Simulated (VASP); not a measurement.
```yaml
crystal:
  lattice:
    - [0.00000, 2.03354, 2.03354]
    - [2.03354, 0.00000, 2.03354]
    - [2.03354, 2.03354, 0.00000]
  atoms:
    - { symbol: Pt, position: [0.00000, 0.00000, 0.00000] }
```

Computed with RPBE GGA, VASP's PBE PAW potentials (set 64) (plane waves; VASP). Run with 520 eV cut-off, 16×16×16 Γ-centred mesh, first-order Methfessel-Paxton smearing of 0.10 eV, potentials Pt.

Task: Give the stress tensor in GPa (positive for a compressed cell).

Result: 
```
-11.45    0.00    0.00
  0.00  -11.45    0.00
  0.00    0.00  -11.45
```
The pressure is its mean diagonal, -11.45 GPa.

The compound is Pt in the fcc structure. This cell is one point of a volume scan, at 1.06 of the reference volume.
